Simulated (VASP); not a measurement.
Input:

```
CELL_PARAMETERS angstrom
      3.12704     0.00000     0.00000
      0.00000     3.12704     0.00000
      0.00000     0.00000     3.11140
ATOMIC_POSITIONS crystal
  Zn 0.50000 0.50000 0.50000
  Au 0.00000 0.00000 0.00000
```

Method: PBEsol GGA, VASP's PBE PAW potentials (set 64) (plane waves; VASP 6.6.1). Numerical set-up: 480 eV cut-off, 12×12×12 Γ-centred mesh, first-order Methfessel-Paxton smearing of 0.10 eV, potentials Zn Au.

Task: Give the stress tensor in GPa (positive for a compressed cell).

Result: 
```
1.02  0.00  0.00
0.00  1.02  0.00
0.00  0.00  1.18
```
The pressure is its mean diagonal, 1.07 GPa.

The compound is AuZn in the CsCl type structure. This cell was strained or had an atom moved on purpose. The electron count is odd and the run is not spin-polarised, which forces a metal.
